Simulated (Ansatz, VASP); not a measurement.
**Sn19H21 (H-capped Sn nanocrystal (sphere)) in two plane-wave programs**

Wanted: the spread between two codes on one cell, functional and k mesh. The cell is taken from a series of runs on this material, whose earlier steps may have relaxed, scaled, displaced or heated it; both programs get it as it stands.

Method: plane waves, with VASP 6.6.1 beside it; PBE, in Ansatz 0.2.0.

### Step 1. Starting point

The cell holds 80 atoms: 38 Sn and 42 H. Its edges and angles: a = 25.330 Å, b = 25.330 Å, c = 25.330 Å, α = 90.0°, β = 90.0°, γ = 90.0°. It derives from Sn (diamond-structure). As first built, before any earlier steps moved the atoms or strained the cell (in the runner's words): sphere of size parameter 7.19 A cut from diamond-structure Sn (a = 6.489 A), atoms with fewer than two neighbours dropped, broken bonds capped with H Then every atom was moved at random, 0.06 A r.m.s. a Cartesian component (hydrogen 0.6 of that). Vacuum lies along a, b and c.

### Step 2. Ansatz: single point, PBE

Ansatz runs on its default PAW (the set named soft_2) files.

With cell and atoms fixed, the geometry can't cause a difference; cores, projectors, grids and the points listed under the comparison can.

Input file input.yaml:

```yaml
crystal:
  lattice:
    - [25.33029, 0.0, 0.0]
    - [0.0, 25.33029, 0.0]
    - [0.0, 0.0, 25.33029]
  atoms:
    - { symbol: Sn, position: [0.27477, 0.40264, 0.40086] }
    - { symbol: Sn, position: [0.40544, 0.27773, 0.40179] }
    - { symbol: Sn, position: [0.40481, 0.39939, 0.28037] }
    - { symbol: Sn, position: [0.34364, 0.33995, 0.46517] }
    - { symbol: Sn, position: [0.40361, 0.40319, 0.53034] }
    - { symbol: Sn, position: [0.33881, 0.46843, 0.33977] }
    - { symbol: Sn, position: [0.39834, 0.53529, 0.40392] }
    - { symbol: Sn, position: [0.27914, 0.53165, 0.52723] }
    - { symbol: Sn, position: [0.3394, 0.47002, 0.59956] }
    - { symbol: Sn, position: [0.40405, 0.53135, 0.66081] }
    - { symbol: Sn, position: [0.33545, 0.5968, 0.46934] }
    - { symbol: Sn, position: [0.4032, 0.66016, 0.52592] }
    - { symbol: Sn, position: [0.4694, 0.33764, 0.33702] }
    - { symbol: Sn, position: [0.53476, 0.40064, 0.40328] }
    - { symbol: Sn, position: [0.52979, 0.27736, 0.53134] }
    - { symbol: Sn, position: [0.46487, 0.34086, 0.59646] }
    - { symbol: Sn, position: [0.53191, 0.40535, 0.65757] }
    - { symbol: Sn, position: [0.59551, 0.3372, 0.46652] }
    - { symbol: Sn, position: [0.65971, 0.40309, 0.53526] }
    - { symbol: Sn, position: [0.53407, 0.5323, 0.27478] }
    - { symbol: Sn, position: [0.46894, 0.59207, 0.34379] }
    - { symbol: Sn, position: [0.53083, 0.65735, 0.40599] }
    - { symbol: Sn, position: [0.59737, 0.46496, 0.34093] }
    - { symbol: Sn, position: [0.66358, 0.53095, 0.39771] }
    - { symbol: Sn, position: [0.46674, 0.47332, 0.46509] }
    - { symbol: Sn, position: [0.53199, 0.52755, 0.53238] }
    - { symbol: Sn, position: [0.46316, 0.59262, 0.59961] }
    - { symbol: Sn, position: [0.52951, 0.65689, 0.65715] }
    - { symbol: Sn, position: [0.59515, 0.46553, 0.59652] }
    - { symbol: Sn, position: [0.66086, 0.53509, 0.6595] }
    - { symbol: Sn, position: [0.59847, 0.60041, 0.46693] }
    - { symbol: Sn, position: [0.65805, 0.66209, 0.53087] }
    - { symbol: Sn, position: [0.46993, 0.46791, 0.72549] }
    - { symbol: Sn, position: [0.58889, 0.5944, 0.72522] }
    - { symbol: Sn, position: [0.47136, 0.72355, 0.46935] }
    - { symbol: Sn, position: [0.59692, 0.72396, 0.59632] }
    - { symbol: Sn, position: [0.7242, 0.46796, 0.46935] }
    - { symbol: Sn, position: [0.7249, 0.59504, 0.5922] }
    - { symbol: H, position: [0.23684, 0.36591, 0.36351] }
    - { symbol: H, position: [0.23758, 0.44323, 0.44279] }
    - { symbol: H, position: [0.36715, 0.23382, 0.36583] }
    - { symbol: H, position: [0.44334, 0.23935, 0.44386] }
    - { symbol: H, position: [0.44716, 0.43998, 0.239] }
    - { symbol: H, position: [0.3664, 0.36503, 0.23578] }
    - { symbol: H, position: [0.3005, 0.29845, 0.50811] }
    - { symbol: H, position: [0.30056, 0.50867, 0.29993] }
    - { symbol: H, position: [0.23676, 0.56994, 0.57041] }
    - { symbol: H, position: [0.2352, 0.49496, 0.49219] }
    - { symbol: H, position: [0.30123, 0.42981, 0.63413] }
    - { symbol: H, position: [0.36397, 0.57065, 0.69689] }
    - { symbol: H, position: [0.30208, 0.63475, 0.42943] }
    - { symbol: H, position: [0.36378, 0.69872, 0.57517] }
    - { symbol: H, position: [0.50677, 0.3005, 0.30108] }
    - { symbol: H, position: [0.57201, 0.23477, 0.57119] }
    - { symbol: H, position: [0.49208, 0.23618, 0.49137] }
    - { symbol: H, position: [0.42856, 0.29954, 0.63759] }
    - { symbol: H, position: [0.57155, 0.36721, 0.69982] }
    - { symbol: H, position: [0.63723, 0.30167, 0.42799] }
    - { symbol: H, position: [0.69831, 0.36523, 0.5698] }
    - { symbol: H, position: [0.49537, 0.49422, 0.23518] }
    - { symbol: H, position: [0.56816, 0.5713, 0.23831] }
    - { symbol: H, position: [0.42642, 0.63851, 0.30176] }
    - { symbol: H, position: [0.57322, 0.70094, 0.36703] }
    - { symbol: H, position: [0.63511, 0.42886, 0.29852] }
    - { symbol: H, position: [0.70012, 0.57166, 0.36511] }
    - { symbol: H, position: [0.49175, 0.69913, 0.70001] }
    - { symbol: H, position: [0.69965, 0.49168, 0.69931] }
    - { symbol: H, position: [0.69925, 0.70053, 0.49326] }
    - { symbol: H, position: [0.4244, 0.4286, 0.7646] }
    - { symbol: H, position: [0.50592, 0.50646, 0.76293] }
    - { symbol: H, position: [0.63453, 0.63292, 0.76397] }
    - { symbol: H, position: [0.55535, 0.55749, 0.76077] }
    - { symbol: H, position: [0.42879, 0.76446, 0.42884] }
    - { symbol: H, position: [0.5066, 0.76236, 0.50599] }
    - { symbol: H, position: [0.6345, 0.76054, 0.63383] }
    - { symbol: H, position: [0.5549, 0.76404, 0.55785] }
    - { symbol: H, position: [0.76325, 0.43052, 0.42937] }
    - { symbol: H, position: [0.76114, 0.50594, 0.50841] }
    - { symbol: H, position: [0.7627, 0.63435, 0.63276] }
    - { symbol: H, position: [0.76194, 0.55535, 0.55706] }
kpoints:
  mp_grid: { grid: [1, 1, 1] }
hamiltonian:
  xc: pbe
scf:
  occupations: { method: fermi_dirac, width: 0.05 }
output:
  forces: true
  eigenvalues: true
  populations: true
```

Started as:

```
$ ansatz run input.yaml --threads 16 --pin off --max-ram 31232MiB --backend cpu --events-out ev --progress --plain --runs-dir out
```

Numbers of over 12 decimals in the logs are rounded to 6 here.

The log of the run:

```text
Engine: ansatz 0.2.0, aarch64-unknown-linux-gnu
Pseudopotentials: kind: paw
Pseudopotential: Sn, paw, valence charge 14, recommended cutoff 420 eV (normal), Sn.paw.azcp
Pseudopotential: H, paw, valence charge 1, recommended cutoff 420 eV (normal), H.paw.azcp
Functional definition: PBE
  parameter kappa = 0.804
  parameter beta = 0.066725
  exchange = pbe_x(kappa = kappa, mu = beta*pi^2/3)
  correlation = pbe_c(beta = beta)
Crystal: 80 atoms, lattice volume = 16252.512 Å³
Basis set: ecut = 420 eV, 317713 PW (Γ), exchange–correlation on 360×360×360 points (8 copies of the dense FFT grid, shifted against one another)
Bands: 367, of which v1, the nominal top of the filled ones, is band 287 counted from 1 (286 counted from 0)
Symmetry: 1 space group operations
Space group: P1 (ITA 1), of the structure as read, at distance tolerance 2.5e-4 Å
k-points: 1
Non-local potential: Sn, projectors of the file, l = 0: 2, l = 1: 2, l = 2: 2, l = 3: 2
Non-local potential: H, projectors of the file, l = 0: 2, l = 1: 1
PAW form: soft (Blöchl's): semilocal exchange-correlation on the pseudo side does not see the compensation charge
PAW one-centre angular grid: Sn, 590 points (default); XC on 64 Gauss nodes
PAW one-centre angular grid: H, 110 points (default); XC on 64 Gauss nodes
Initial density: superposition of atomic densities (neutral atoms: chi_scale 0, normalization atom), corrected by the library's trained network
Initial wavefunctions: pseudopotential atomic-orbital guess
Functional: x = pbe(κ = 0.804, μ = 0.219515), c = pbe(β = 0.066725)
SCF iter   1: F=—  HF=-229564.829146 eV  |F-HF|=—  |Δ(HF+E_count)|=         —  Δρ=6.68e-4  dr2=1.46e-1  ethr=1.77e-3  ⟨swp⟩=10.0  Hψ=1813  notcnv=0  defer=42
preconditioner: auto → Resta (q_TF=auto, 1.563 Å⁻¹)  ε∞=1.3  [insulator: Δε(μ)=2.348 eV  Ē_g=7.927 eV  σ=0.050 eV  W_gap=1.00  n_scr=1020 (ndim 8)  ℏωp=4.1 eV  f_vac=0.863  D(μ)=0.00/eV (n_scr^D=0)  ε∞_Penn≈1.3  vacuum switching on, ρ_ref=4.6e-3 e/Å³]
SCF iter   2: F=—  HF=-229564.862513 eV  |F-HF|=—  |Δ(HF+E_count)|=   3.34e-2  Δρ=2.61e-4  dr2=4.67e-2  ethr=2.55e-5  ⟨swp⟩=3.0  Hψ=748  notcnv=0  defer=66
SCF iter   3: F=—  HF=-229564.865428 eV  |F-HF|=—  |Δ(HF+E_count)|=   2.91e-3  Δρ=1.85e-4  dr2=2.15e-2  ethr=8.14e-6  ⟨swp⟩=3.0  Hψ=671  notcnv=0  defer=66
SCF iter   4: F=—  HF=-229564.866797 eV  |F-HF|=—  |Δ(HF+E_count)|=   1.37e-3  Δρ=7.90e-5  dr2=1.81e-3  ethr=3.74e-6  ⟨swp⟩=2.0  Hψ=361  notcnv=0  defer=66
SCF iter   5: F=—  HF=-229564.869171 eV  |F-HF|=—  |Δ(HF+E_count)|=   2.37e-3  Δρ=2.99e-5  dr2=2.49e-4  ethr=3.15e-7  ⟨swp⟩=2.0  Hψ=398  notcnv=0  defer=66
SCF iter   6: F=—  HF=-229564.869757 eV  |F-HF|=—  |Δ(HF+E_count)|=   5.86e-4  Δρ=1.09e-5  dr2=5.73e-5  ethr=4.34e-8  ⟨swp⟩=2.0  Hψ=398  notcnv=0  defer=66
SCF iter   7: F=—  HF=-229564.870394 eV  |F-HF|=—  |Δ(HF+E_count)|=   6.36e-4  Δρ=4.67e-6  dr2=8.54e-6  ethr=9.98e-9  ⟨swp⟩=2.0  Hψ=464  notcnv=0  defer=66
SCF iter   8: F=—  HF=-229564.870399 eV  |F-HF|=—  |Δ(HF+E_count)|=   5.28e-6  Δρ=1.84e-6  dr2=1.09e-6  ethr=1.49e-9  ⟨swp⟩=2.0  Hψ=398  notcnv=0  defer=66
SCF iter   9: F=—  HF=-229564.870401 eV  |F-HF|=—  |Δ(HF+E_count)|=   1.64e-6  Δρ=6.94e-7  dr2=1.32e-7  ethr=1.90e-10  ⟨swp⟩=2.0  Hψ=398  notcnv=0  defer=66
SCF iter  10: F=-229564.870402 eV  HF=-229564.870401 eV  |F-HF|=2.57e-7  |Δ(HF+E_count)|=   6.64e-7  Δρ=3.22e-7  dr2=2.56e-8  ethr=1.74e-11  ⟨swp⟩=26.0  Hψ=2803  notcnv=0
SCF 1 converged in 10 iterations: F = -229564.870402 eV  dr2 = 2.56e-8
  greatest PAW one-centre occupation: 0.990 electrons in one spin orbital (limit 2), on the Sn atom at site 32 (counted from 0), in its partial waves of l = 2
SCF converged after 10 iterations
Free energy (F): -229564.870402 eV
Harris-Foulkes:  -229564.870401 eV  (|F-HF|=2.57e-7)
Internal energy: -229564.870402 eV  (E = F + TS)
E sigma→0 (E₀):  -229564.870402 eV
Fermi energy:    -3.263119 eV
--- Per-component energies (eV) ---
  E_band       = -10965.260230
  E_kinetic    = 7663.573499
  E_local      = -379178.685293  (includes V_loc(G=0)·N_el)
  E_nonlocal   = -1140.771742
  E_hartree    = 189733.603174
  E_xc         = -14858.238938
  E_vxc        = -4071.738109  (∫ρ·V_xc dr)
  E_paw        = -157310.600153  (= ΣΔE_a)
  E_vpaw       = -13704.808578  (= ΣTr[D̂ρ^β])
  E_aug_tail   = -0.047993  (compensation charges beyond the density's cutoff)
  E_ewald      = 125526.297045
  E_smearing   = -0.000000  (= −TS)
  E_closure    = 0.000000  (closes the sum)
  Σ components = -229564.870402   (vs F -229564.870402, Δ=0.00e0)
--- Forces (eV/Å), atoms counted from 1 ---
  atom   1  Sn     0.73504697     0.68915238     1.14644260
  atom   2  Sn     0.01441822    -0.72266819    -0.08457918
  atom   3  Sn    -0.09247739     1.28272385    -1.19516622
  atom   4  Sn    -1.48752005    -0.44124731     0.54604641
  atom   5  Sn    -0.06899580     0.91068558     0.30155677
[...]
atom  23  Sn    -0.32229834     0.56148398    -0.52395838
  atom  24  Sn    -1.12440530    -0.72912921     1.95846173
  atom  25  Sn    -0.05094645    -1.15526199    -0.19835999
  atom  26  Sn     0.24110041     1.28803913     0.05627220
  atom  27  Sn     0.50164639     0.58571038    -1.75733235
  atom  28  Sn    -0.06240908     0.92483138     0.56961727
  atom  29  Sn     0.75140883     0.69566266     0.11921433
  atom  30  Sn    -0.33670445    -0.52803949     0.39950424
  atom  31  Sn    -0.05926991    -1.69114686    -0.13614843
  atom  32  Sn     0.72182460    -0.10310179     0.40747932
  atom  33  Sn    -1.58612890    -1.28202326    -0.43893561
  atom  34  Sn     2.91265551     2.15495173    -1.58435368
  atom  35  Sn    -1.61667319    -0.08765236    -1.68991008
  atom  36  Sn    -1.30657042    -0.55478776    -0.61604977
  atom  37  Sn    -0.90499363    -0.36559817    -0.52336488
  atom  38  Sn    -0.95272383     1.11292612     0.77616714
  atom  39  H     -0.81682745    -0.75826960    -0.75855165
  atom  40  H      0.02247328    -0.29422301    -0.26761539
  atom  41  H     -0.03252711     0.06217471    -0.04141404
[...]
atom  73  H      0.50036252    -0.44257417     0.43093855
  atom  74  H      0.80049030     0.98391758     0.91635121
  atom  75  H      0.79177387     0.83149913     0.87165293
  atom  76  H      0.37605921    -0.16172031     0.31956937
  atom  77  H      0.28209663    -0.27456340    -0.13925389
  atom  78  H      0.59794340     0.39988872     0.35699904
  atom  79  H      0.14159293     0.07419750     0.04675815
  atom  80  H      0.79281417    -0.64547975    -0.63018509
  max |Σ_I F_I| component: 3.94e-5 eV/Å
--- Band table (eV) ---
  k-point 0: bands = [... 283 lower, -4.6156, -4.6061, -4.4962, -4.4370, -2.1003, -1.9688, -1.9122, -1.8813, ... 76 higher]
--- Löwdin populations: 80 sites ---
  site symbol       q [e]
     0     Sn     13.6953
     1     Sn     13.7122
     2     Sn     13.7260
     3     Sn     13.8800
     4     Sn     14.0109
     5     Sn     13.8537
     6     Sn     13.9792
     7     Sn     13.7136
     8     Sn     13.8236
     9     Sn     13.8436
    10     Sn     13.8071
    11     Sn     13.8717
    12     Sn     13.8319
    13     Sn     13.9926
    14     Sn     13.7287
    15     Sn     13.8391
    16     Sn     13.8548
    17     Sn     13.8451
    18     Sn     13.8357
    19     Sn     13.6714
    20     Sn     13.8773
    21     Sn     13.8654
    22     Sn     13.8554
    23     Sn     13.8311
[...]
72      H      1.0985
    73      H      1.0892
    74      H      1.0856
    75      H      1.0971
    76      H      1.0975
    77      H      1.1033
    78      H      1.0952
    79      H      1.0894
  spilling = 0.004254 (of n_electrons = 574.000000)
```

The column dr2 measures how far the density is from self-consistency, as an energy; F and HF (Harris–Foulkes) agree once it is small.

### Step 3. VASP: single point, PBE

The same cell, functional, mesh and smearing now go to VASP, with its own data sets.

Lines of VASP's logs that name or quote its potential files are left out, and so is its time.

Input file INCAR:

```
SYSTEM = Sn19H21
PREC = Accurate
ENCUT = 400
EDIFF = 1E-06
NELM = 120
ISMEAR = -1
SIGMA = 0.05
LREAL = Auto
ALGO = Normal
GGA = PE
NBANDS = 344
LORBIT = 11
LWAVE = .FALSE.
LCHARG = .FALSE.
ISIF = 2
LASPH = .TRUE.
GGA_COMPAT = .FALSE.
EFERMI = MIDGAP
NCORE = 2
```

Input file POSCAR:

```
Sn19H21
1.0
   25.3302900000      0.0000000000      0.0000000000
    0.0000000000     25.3302900000      0.0000000000
    0.0000000000      0.0000000000     25.3302900000
Sn H
38 42
Direct
    0.2747700000      0.4026400000      0.4008600000
    0.4054400000      0.2777300000      0.4017900000
    0.4048100000      0.3993900000      0.2803700000
    0.3436400000      0.3399500000      0.4651700000
    0.4036100000      0.4031900000      0.5303400000
    0.3388100000      0.4684300000      0.3397700000
    0.3983400000      0.5352900000      0.4039200000
    0.2791400000      0.5316500000      0.5272300000
    0.3394000000      0.4700200000      0.5995600000
    0.4040500000      0.5313500000      0.6608100000
    0.3354500000      0.5968000000      0.4693400000
    0.4032000000      0.6601600000      0.5259200000
    0.4694000000      0.3376400000      0.3370200000
    0.5347600000      0.4006400000      0.4032800000
    0.5297900000      0.2773600000      0.5313400000
    0.4648700000      0.3408600000      0.5964600000
    0.5319100000      0.4053500000      0.6575700000
    0.5955100000      0.3372000000      0.4665200000
    0.6597100000      0.4030900000      0.5352600000
    0.5340700000      0.5323000000      0.2747800000
    0.4689400000      0.5920700000      0.3437900000
    0.5308300000      0.6573500000      0.4059900000
    0.5973700000      0.4649600000      0.3409300000
    0.6635800000      0.5309500000      0.3977100000
    0.4667400000      0.4733200000      0.4650900000
    0.5319900000      0.5275500000      0.5323800000
    0.4631600000      0.5926200000      0.5996100000
    0.5295100000      0.6568900000      0.6571500000
    0.5951500000      0.4655300000      0.5965200000
    0.6608600000      0.5350900000      0.6595000000
    0.5984700000      0.6004100000      0.4669300000
    0.6580500000      0.6620900000      0.5308700000
    0.4699300000      0.4679100000      0.7254900000
    0.5888900000      0.5944000000      0.7252200000
    0.4713600000      0.7235500000      0.4693500000
    0.5969200000      0.7239600000      0.5963200000
    0.7242000000      0.4679600000      0.4693500000
    0.7249000000      0.5950400000      0.5922000000
    0.2368400000      0.3659100000      0.3635100000
    0.2375800000      0.4432300000      0.4427900000
    0.3671500000      0.2338200000      0.3658300000
    0.4433400000      0.2393500000      0.4438600000
    0.4471600000      0.4399800000      0.2390000000
    0.3664000000      0.3650300000      0.2357800000
    0.3005000000      0.2984500000      0.5081100000
    0.3005600000      0.5086700000      0.2999300000
    0.2367600000      0.5699400000      0.5704100000
    0.2352000000      0.4949600000      0.4921900000
    0.3012300000      0.4298100000      0.6341300000
    0.3639700000      0.5706500000      0.6968900000
    0.3020800000      0.6347500000      0.4294300000
    0.3637800000      0.6987200000      0.5751700000
    0.5067700000      0.3005000000      0.3010800000
    0.5720100000      0.2347700000      0.5711900000
    0.4920800000      0.2361800000      0.4913700000
    0.4285600000      0.2995400000      0.6375900000
    0.5715500000      0.3672100000      0.6998200000
    0.6372300000      0.3016700000      0.4279900000
    0.6983100000      0.3652300000      0.5698000000
    0.4953700000      0.4942200000      0.2351800000
    0.5681600000      0.5713000000      0.2383100000
    0.4264200000      0.6385100000      0.3017600000
    0.5732200000      0.7009400000      0.3670300000
    0.6351100000      0.4288600000      0.2985200000
    0.7001200000      0.5716600000      0.3651100000
    0.4917500000      0.6991300000      0.7000100000
    0.6996500000      0.4916800000      0.6993100000
    0.6992500000      0.7005300000      0.4932600000
    0.4244000000      0.4286000000      0.7646000000
    0.5059200000      0.5064600000      0.7629300000
    0.6345300000      0.6329200000      0.7639700000
    0.5553500000      0.5574900000      0.7607700000
    0.4287900000      0.7644600000      0.4288400000
    0.5066000000      0.7623600000      0.5059900000
    0.6345000000      0.7605400000      0.6338300000
    0.5549000000      0.7640400000      0.5578500000
    0.7632500000      0.4305200000      0.4293700000
    0.7611400000      0.5059400000      0.5084100000
    0.7627000000      0.6343500000      0.6327600000
    0.7619400000      0.5553500000      0.5570600000
```

Input file KPOINTS:

```
Automatic mesh
0
Gamma
1 1 1
0 0 0
```

PAW data sets: Sn_d and H (PBE family, release 64).

Started as:

```
$ mpirun -np 8 vasp_gam
```

The log of the run:

```text
[banner, memory and clock lines left out]
running    8 mpi-ranks, on    1 nodes
[...]
LDA part: xc-table for (Slater+PW92), standard interpolation
 POSCAR, INCAR and KPOINTS ok, starting setup
[...]
entering main loop
       N       E                     dE             d eps       ncg     rms          rms(c)
DAV:   1     0.412070256865E+04    0.41207E+04   -0.22504E+05   904   0.100E+03
DAV:   2     0.184615198123E+03   -0.39361E+04   -0.38879E+04   880   0.283E+02
DAV:   3    -0.259894224241E+03   -0.44451E+03   -0.44292E+03   816   0.113E+02
DAV:   4    -0.278811501711E+03   -0.18917E+02   -0.18824E+02   784   0.277E+01
[...]
DAV:  27    -0.266429109766E+03   -0.41337E-05    0.10223E-07   480   0.675E-04    0.144E-04
DAV:  28    -0.266429113014E+03   -0.32482E-05    0.10254E-07   472   0.637E-04    0.113E-04
DAV:  29    -0.266429113807E+03   -0.79253E-06    0.14623E-07   472   0.431E-04
   1 F= -.26642911E+03 E0= -.26642911E+03  d E =-.450254E-09
```

From OUTCAR (step 3):

```text
  FREE ENERGIE OF THE ION-ELECTRON SYSTEM (eV)
  ---------------------------------------------------
  free  energy   TOTEN  =      -266.4291138067 eV

  energy  without entropy=     -266.4291138063  energy(sigma->0) =     -266.42911381

[... 1 further part left out ...]
```

### Step 4. Side by side

Known differences besides the potentials themselves: the cutoff is 420 eV in Ansatz and 400 eV in VASP (PREC = Accurate, projectors in real space). Total energies have different zeros and are not compared.

Compared:

```
              quantity  Ansatz   VASP  difference
gap on the k mesh (eV)   2.337  2.335      +0.002
```

Forces on 7 of the 80 atoms, those with the largest forces and the largest differences (eV/Å; atoms numbered as in POSCAR):

```
atom          Ansatz x, y, z            VASP x, y, z
 Sn8   -1.236, -0.157, 2.040   -1.252, -0.164, 2.033
Sn20   -0.748, -1.132, 1.549   -0.737, -1.117, 1.513
Sn24   -1.124, -0.729, 1.958   -1.103, -0.705, 1.939
Sn33  -1.586, -1.282, -0.439  -1.571, -1.266, -0.417
Sn34    2.913, 2.155, -1.584    2.879, 2.117, -1.541
Sn35  -1.617, -0.088, -1.690  -1.600, -0.063, -1.672
 H72   -1.564, -1.762, 1.869   -1.528, -1.722, 1.829
```

The forces differ by 13 meV/Å r.m.s., which is 1.7 % of the r.m.s. force of 0.770 eV/Å (both taken over all components). A gap on the mesh is an upper bound, since the band edges may lie between its points. Where the cell holds vacuum, a pressure given here is an average over it and none of the material.

### Step 5. Summary of results

```json
{"r.m.s. force difference (single point, PBE)": "1.7 % of the r.m.s. force"}
```

The r.m.s. force difference is 1.7 % of the r.m.s. force (single point, PBE), within the 3 % picked in this series as the mark of a large difference. How closely two codes agree says nothing of how well the functional describes the real material.

[Lines on the potential files, build, host, timing and source positions are cut from VASP's logs without a mark.]

[Logs are printed without paths, hosts, clocks, repeated set-up lines and the standing remarks that a program may print on its own settings, such as how far it seeks lower states.]

[Hosts, paths, dates, database ids (printed as entryN), source tags and the programs' standing remarks are cut or masked in the printed files.]
